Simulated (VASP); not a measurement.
Given:

```yaml
crystal:
  lattice:
    - [3.02616, 0.00000, 0.00000]
    - [0.00000, 3.02616, 0.00000]
    - [0.00000, 0.00000, 3.02616]
  atoms:
    - { symbol: Cr, position: [0.00000, 0.00000, 0.00000], spin: 2.7 }
    - { symbol: Cr, position: [0.50000, 0.50000, 0.50000], spin: -2.7 }
```

Level of theory: r2SCAN meta-GGA, VASP's PBE PAW potentials (set 64) (plane waves; VASP). Run with 520 eV cut-off, 12×12×12 Γ-centred mesh, first-order Methfessel-Paxton smearing of 0.10 eV, potentials Cr_pv.

### Question
Give the stress tensor in GPa (positive for a compressed cell).

### Answer

```
-5.72   0.00   0.00
 0.00  -5.72   0.00
 0.00   0.00  -5.72
```
The pressure is its mean diagonal, -5.72 GPa.

The compound is Cr in the bcc, AFM order structure. This cell is one point of a volume scan, at 1.06 of the reference volume.
